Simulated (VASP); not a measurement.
A cell of Na (bcc) near equilibrium:

```yaml
crystal:
  lattice:
    - [-2.07940, 2.07940, 2.07940]
    - [2.07940, -2.07940, 2.07940]
    - [2.07940, 2.07940, -2.07940]
  atoms:
    - { symbol: Na, position: [0.00000, 0.00000, 0.00000] }
```

Level of theory: PBE GGA, VASP's PBE PAW potentials (set 64) (plane waves; VASP).

```json
[
 {"run": "as it is", "ΔE (meV/atom)": "0.0", "σxx": "0.18", "σyy": "0.18", "σzz": "0.18", "largest shear component, with its sign (GPa)": "0.00", "largest force (eV/Å)": "0.000"},
 {"run": "after one change", "ΔE (meV/atom)": "6.0", "σxx": "-0.64", "σyy": "-0.64", "σzz": "-0.64", "largest shear component, with its sign (GPa)": "0.00", "largest force (eV/Å)": "0.000"}
]
```
Stress is in GPa, positive when the cell is compressed.

Q: What was changed between the two runs?
A. biaxial strain of -4.0 % in the yz plane
B. isotropic strain of +4.0 %
C. isotropic strain of +0.5 %
D. isotropic strain of -3.0 %

A: B, isotropic strain of +4.0 %

The compound is Na in the bcc structure.
